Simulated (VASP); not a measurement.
# MgBe (Pm-3m) in VASP: density of states with PBE

Aim: the density of states of MgBe with PBE.

Everything below comes from runs of VASP 6.6.1. Logs are shortened: lines on timing, memory, paths and dates and some standing lists are left out, and cuts for length are marked.

## (1) The crystal as given

Symmetry: Pm-3m, No. 221, cubic system. The conventional cell has a = 3.062 Å, b = 3.062 Å, c = 3.062 Å, α = 90.00°, β = 90.00°, γ = 90.00°. Be (site symmetry m-3m) is surrounded by 8 Mg at 2.65 Å. Mg (site symmetry m-3m) is surrounded by 8 Be at 2.65 Å.

The cell was built by a generator and needn't be a form met in nature.

## (2) Density of states, PBE

Input file POSCAR:

```
MgBe
1.0
    3.0619620000      0.0000000000      0.0000000000
    0.0000000000      3.0619620000      0.0000000000
    0.0000000000      0.0000000000      3.0619620000
Be Mg
1 1
Direct
    0.0000000000      0.0000000000      0.0000000000
    0.5000000000      0.5000000000      0.5000000000
```

Input file INCAR.step1:

```
  PREC = Accurate
  ENCUT = 520
  EDIFF = 1E-7
  ISMEAR = -1
  SIGMA = 0.1
  LREAL = False
  LASPH = True
  NELM = 60
  ALGO = Normal
  ISIF = 2
  LWAVE = False
  LCHARG = True
  GGA = PE
  NBANDS = 9
```

Input file KPOINTS.step1:

```
regular mesh
0
Gamma
  11 11 11
```

Input file INCAR.step2:

```
  PREC = Accurate
  ENCUT = 520
  EDIFF = 1E-7
  ISMEAR = -5
  SIGMA = 0.1
  LREAL = False
  LASPH = True
  NELM = 60
  ALGO = Normal
  ISIF = 2
  LWAVE = False
  LCHARG = False
  GGA = PE
  LORBIT = 10
  NEDOS = 2001
  ICHARG = 11
```

Input file KPOINTS.step2:

```
regular mesh
0
Gamma
  17 17 17
```

Potentials or basis: VASP PAW PBE potentials, release 64 (Be, Mg).

Run with:

```bash
$ cat potpaw_PBE.64/Be/POTCAR potpaw_PBE.64/Mg/POTCAR > POTCAR
$ cp INCAR.step1 INCAR
$ cp KPOINTS.step1 KPOINTS
$ mpirun -np 1 vasp_std > vasp.out
$ cp INCAR.step2 INCAR
$ cp KPOINTS.step2 KPOINTS
$ mpirun -np 1 vasp_std > vasp.out
```

OUTCAR:

```text
PREC = Accurate
   ENCUT = 520
   EDIFF = 1E-7
   ISMEAR = -5
   LREAL = False
   LASPH = True
   NELM = 60
   ISIF = 2
   GGA = PE
   LORBIT = 10
   ICHARG = 11

 ion  position               nearest neighbor table
   1  0.000  0.000  0.000-   2 2.65   2 2.65   2 2.65   2 2.65   2 2.65   2 2.65   2 2.65   2 2.65

   2  0.500  0.500  0.500-   1 2.65   1 2.65   1 2.65   1 2.65   1 2.65   1 2.65   1 2.65   1 2.65

  LATTYP: Found a simple cubic cell.
 ALAT       =     3.0619620000

  Lattice vectors:

 A1 = (   3.0619620000,   0.0000000000,   0.0000000000)
 A2 = (   0.0000000000,   3.0619620000,   0.0000000000)
 A3 = (   0.0000000000,   0.0000000000,   3.0619620000)

Analysis of symmetry for initial positions (statically):
=====================================================================
 Subroutine PRICEL returns:
 Original cell was already a primitive cell.

 Routine SETGRP: Setting up the symmetry group for a
 simple cubic supercell.

 Subroutine GETGRP returns: Found 48 space group operations
 (whereof 48 operations were pure point group operations)
 out of a pool of 48 trial point group operations.

The static configuration has the point symmetry O_h .

Analysis of symmetry for dynamics (positions and initial velocities):
=====================================================================
 Subroutine PRICEL returns:
 Original cell was already a primitive cell.

 Routine SETGRP: Setting up the symmetry group for a
 simple cubic supercell.

 Subroutine GETGRP returns: Found 48 space group operations
 (whereof 48 operations were pure point group operations)
 out of a pool of 48 trial point group operations.

The dynamic configuration has the point symmetry O_h .

 Subroutine INISYM returns: Found 48 space group operations
 (whereof 48 operations are pure point group operations),
 and found     1 'primitive' translations

----------------------------------------------------------------------------------------

                                     Primitive cell

  volume of cell :      28.7078

  direct lattice vectors                    reciprocal lattice vectors
     3.061962000  0.000000000  0.000000000     0.326587985  0.000000000  0.000000000
     0.000000000  3.061962000  0.000000000     0.000000000  0.326587985  0.000000000
     0.000000000  0.000000000  3.061962000     0.000000000  0.000000000  0.326587985

  length of vectors
     3.061962000  3.061962000  3.061962000     0.326587985  0.326587985  0.326587985

  position of ions in fractional coordinates (direct lattice)
     0.000000000  0.000000000  0.000000000
     0.500000000  0.500000000  0.500000000

  ion indices of the primitive-cell ions
   primitive index   ion index
                 1           1
                 2           2

----------------------------------------------------------------------------------------

 KPOINTS: regular mesh

Automatic generation of k-mesh.
 Grid dimensions read from file:
 generate k-points for:   17   17   17

 Generating k-lattice:

  Cartesian coordinates                     Fractional coordinates (reciprocal lattice)
     0.019211058  0.000000000  0.000000000     0.058823529  0.000000000  0.000000000
     0.000000000  0.019211058  0.000000000     0.000000000  0.058823529  0.000000000
     0.000000000  0.000000000  0.019211058     0.000000000  0.000000000  0.058823529

  Length of vectors
     0.019211058  0.019211058  0.019211058

  Shift w.r.t. Gamma in fractional coordinates (k-lattice)
     0.000000000  0.000000000  0.000000000

 TETIRR: Found   2433 inequivalent tetrahedra from    29478

 Subroutine IBZKPT returns following result:
 ===========================================

 Found    165 irreducible k-points:

 Following reciprocal coordinates:
            Coordinates               Weight
  0.000000  0.000000  0.000000      1.000000
  0.058824  0.000000  0.000000      6.000000
  0.117647  0.000000  0.000000      6.000000
  0.176471  0.000000  0.000000      6.000000
  0.235294  0.000000  0.000000      6.000000
  0.294118  0.000000  0.000000      6.000000
[... 16 lines left out ...]
  0.411765  0.117647  0.000000     24.000000
  0.470588  0.117647  0.000000     24.000000
 [... further k-points ...]
   k-points           NKPTS =    165   k-points in BZ     NKDIM =    165   number of bands    NBANDS=      6
   number of dos      NEDOS =   2001   number of ions     NIONS =      2
   total plane-waves  NPLWV =  13824
   dimension x,y,z NGX =    24 NGY =   24 NGZ =   24
   dimension x,y,z NGXF=    48 NGYF=   48 NGZF=   48
   ions per type =               1   1
   NGX,Y,Z   is equivalent  to a cutoff of  13.03, 13.03, 13.03 a.u.
   NGXF,Y,Z  is equivalent  to a cutoff of  26.06, 26.06, 26.06 a.u.
 SYSTEM =  unknown system
   PREC   = accura    normal or accurate (medium, high low for compatibility)
   ISTART =      0    job   : 0-new  1-cont  2-samecut
   ICHARG =     11    charge: 1-file 2-atom 10-const
   ISPIN  =      1    spin polarized calculation?
   LNONCOLLINEAR =      F non collinear calculations
   LSORBIT =      F    spin-orbit coupling
   LASPH  =      T    aspherical Exc in radial PAW
   ENCUT  =  520.0 eV  38.22 Ry    6.18 a.u.   5.69  5.69  5.69*2*pi/ulx,y,z
   NELM   =     60;   NELMIN=  2; NELMDL=  0     # of ELM steps
   EDIFF  = 0.1E-06   stopping-criterion for ELM
   LREAL  =      F    real-space projection
   EDIFFG = 0.1E-05   stopping-criterion for IOM
   NSW    =      0    number of steps for IOM
   IBRION =     -1    ionic relax: 0-MD 1-quasi-New 2-CG
   NFREE  =      0    steps in history (QN), initial steepest desc. (CG)
   ISIF   =      2    stress and relaxation
   ISYM   =      2    0-nonsym 1-usesym 2-fastsym
   POTIM  = 0.5000    time-step for ionic-motion
   TEBEG  =    0.0;   TEEND  =   0.0 temperature during run
   PSTRESS=    0.0 pullay stress
   NELECT =       4.0000    total number of electrons
   NUPDOWN=      -1.0000    fix difference up-down
   EMIN   =  10.00;   EMAX   =-10.00  energy-range for DOS
   EFERMI =   0.00;   METHOD = LEGACY
   ISMEAR =    -5;   SIGMA  =   0.10  broadening in eV -4-tet -1-fermi 0-gaus
   EFERMI_NEDOS =   21; number of points for ismear=-14 and -15
   IALGO  =     38    algorithm
   IMIX   =      4    mixing-type and parameters
     AMIX     =   0.40;   BMIX     =  1.00
     AMIX_MAG =   1.60;   BMIX_MAG =  1.00
  volume/ion in A,a.u.               =      14.35        96.86
  Fermi-wavevector in a.u.,A,eV,Ry     =   0.848715  1.603838  9.800502  0.720317
  Thomas-Fermi vector in A             =   1.964422
   LORBIT       =     10    0 simple, 1 ext, 2 COOP (PROOUT), +10 PAW based schemes
   GGA     = PE    functional components
   LHFCALC =     F    Hartree Fock is set to
   AEXX    =    0.0000 exact exchange contribution
   IVDW    =     0    specifies the selected vdW correction
   LEPSILON=     F    determine dielectric tensor
   LRPA    =     F    only Hartree local field effects (RPA)
 non-spin polarized calculation
 Fermi weights with tetrahedron method with Bloechl corrections
  energy-cutoff  :      520.00
  volume of cell :       28.71
 maximum number of plane-waves:       792
 NGX is ok and might be reduce to    24

 number of electron       4.0000000 magnetization

 Free energy of the ion-electron system (eV)
  ---------------------------------------------------
  ext. energy  EPLUGINS =         0.00000000
  ---------------------------------------------------
  free energy    TOTEN  =        -4.50223129 eV

  energy without entropy =       -4.50223129  energy(sigma->0) =       -4.50223129

 E-fermi :   4.1342     XC(G=0):  -9.4388

 val. band max:        4.1959938056   @ k =   0.2941   0.2941   0.2941
 cond. band min:       4.0521346282   @ k =   0.3529   0.3529   0.3529
 fundamental gap:     -0.1438591775
 Fermi energy:         4.1341809328

 k-point     1 :       0.0000    0.0000    0.0000
  band No.  band energies     occupation
      1      -4.4349      2.00000
      2       8.1098      0.00000
      3       8.1098      0.00000
      4       8.1098      0.00000
      5      10.2941      0.00000
      6      10.2941      0.00000

 k-point     2 :       0.0588    0.0000    0.0000
  band No.  band energies     occupation
      1      -4.3844      2.00000
      2       7.4150      0.00000
      3       8.1491      0.00000
      4       8.1491      0.00000
      5      10.3486      0.00000
      6      10.9878      0.00000

 k-point     3 :       0.1176    0.0000    0.0000
  band No.  band energies     occupation
      1      -4.2330      2.00000
      2       6.2032      0.00000
      3       8.2654      0.00000
      4       8.2654      0.00000
      5      10.5121      0.00000
      6      12.1624      0.00000

 k-point     4 :       0.1765    0.0000    0.0000
  band No.  band energies     occupation
      1      -3.9812      2.00000
      2       4.9452     -0.06923
      3       8.4544      0.00000
      4       8.4544      0.00000
      5      10.7840      0.00000
      6      13.2505      0.00000

 k-point     5 :       0.2353    0.0000    0.0000
  band No.  band energies     occupation
      1      -3.6300      2.00000
      2       3.7252      1.71989
      3       8.7069      0.00000
      4       8.7069      0.00000
      5      11.1634      0.00000
      6      14.0823      0.00000
[... 136 lines left out ...]
 k-point    21 :       0.2941    0.1176    0.0000
  band No.  band energies     occupation
      1      -2.9818      2.00000
      2       2.7314      2.00000
      3       7.4299      0.00000
      4       9.1695      0.00000
      5      12.5273      0.00000
      6      14.2755      0.00000

 k-point    22 :       0.3529    0.1176    0.0000
  band No.  band energies     occupation
      1      -2.4369      2.00000
      2       1.6621      2.00000
      3       7.8439      0.00000
      4       9.4889      0.00000
      5      12.4084      0.00000
      6      14.0800      0.00000

 k-point    23 :       0.4118    0.1176    0.0000
  band No.  band energies     occupation
      1      -1.7974      2.00000
      2       0.6693      2.00000
      3       8.2567      0.00000
      4       9.7740      0.00000
      5      11.9212      0.00000
      6      14.4282      0.00000

 k-point    24 :       0.4706    0.1176    0.0000
  band No.  band energies     occupation
      1      -1.0661      2.00000
      2      -0.2394      2.00000
      3       8.5479      0.00000
      4       9.9501      0.00000
      5      11.5304      0.00000
      6      14.9543      0.00000

 [... further k-points ...]
[... 5 lines left out ...]
  --------------------------------------------------------------------------------------
  -------------------------------------------------------------------------------------
  Total        0.2281260      0.2281260      0.2281260     -0.0000000     -0.0000000      0.0000000
  in kB       12.7316897     12.7316897     12.7316897     -0.0000000     -0.0000000      0.0000000
  external PRESSURE =      12.7316897 kB  Pullay stress =       0.0000000 kB

 VOLUME and BASIS-vectors are now :
 -----------------------------------------------------------------------------
  energy-cutoff  :      520.00
  volume of cell :       28.71
      direct lattice vectors                 reciprocal lattice vectors
     3.061962000  0.000000000  0.000000000     0.326587985  0.000000000  0.000000000
     0.000000000  3.061962000  0.000000000     0.000000000  0.326587985  0.000000000
     0.000000000  0.000000000  3.061962000     0.000000000  0.000000000  0.326587985

 POSITION                                       TOTAL-FORCE (eV/Angst)
 -----------------------------------------------------------------------------------
      0.00000      0.00000      0.00000         0.000000      0.000000      0.000000
      1.53098      1.53098      1.53098         0.000000      0.000000      0.000000
 -----------------------------------------------------------------------------------
    total drift:                                0.000000      0.000000      0.000000

  FREE ENERGIE OF THE ION-ELECTRON SYSTEM (eV)
  ---------------------------------------------------
  free  energy   TOTEN  =        -4.5022312885 eV

  energy  without entropy=       -4.5022312885  energy(sigma->0) =       -4.50223129

 total charge

# of ion       s       p       d       tot
------------------------------------------
    1        0.413   0.496   0.000   0.910
    2        0.186   0.181   0.029   0.396
--------------------------------------------------
tot          0.600   0.677   0.029   1.306
```

Wall time 12 s (1 thread of Intel Xeon Platinum 8488C (Sapphire Rapids), shared host); peak memory 0.16 GiB.

Results:

- Valence electrons inside the program's atomic spheres: Be 0.91; Mg 0.40

States per cell in windows of 1 eV (zero at the Fermi level; states under -8 eV left out):
```tsv
from (eV)	total	Be1_p	Be1_s	Mg2_p	Mg2_s	Mg2_d	Be1_d
-8.0	0.24	0.01	0.04	0.00	0.02	0.00	0.00
-7.0	0.33	0.01	0.05	0.01	0.03	0.00	0.00
-6.0	0.44	0.03	0.07	0.02	0.03	0.00	0.00
-5.0	0.47	0.04	0.06	0.02	0.03	0.00	0.00
-4.0	0.56	0.07	0.06	0.03	0.03	0.00	0.00
-3.0	0.74	0.12	0.05	0.04	0.02	0.01	0.00
-2.0	0.63	0.12	0.03	0.04	0.01	0.01	0.00
-1.0	0.55	0.10	0.05	0.02	0.01	0.01	0.00
0.0	0.70	0.15	0.06	0.02	0.01	0.02	0.00
1.0	0.60	0.12	0.03	0.02	0.03	0.02	0.00
2.0	0.62	0.11	0.03	0.03	0.04	0.02	0.00
3.0	0.94	0.17	0.09	0.05	0.05	0.02	0.00
4.0	1.10	0.28	0.08	0.06	0.03	0.03	0.00
5.0	0.95	0.29	0.04	0.05	0.02	0.03	0.00
6.0	0.68	0.18	0.01	0.04	0.02	0.03	0.00
7.0	0.56	0.09	0.00	0.03	0.02	0.04	0.00
```

Caveat: tetrahedron occupations give inexact forces and stress in metals.
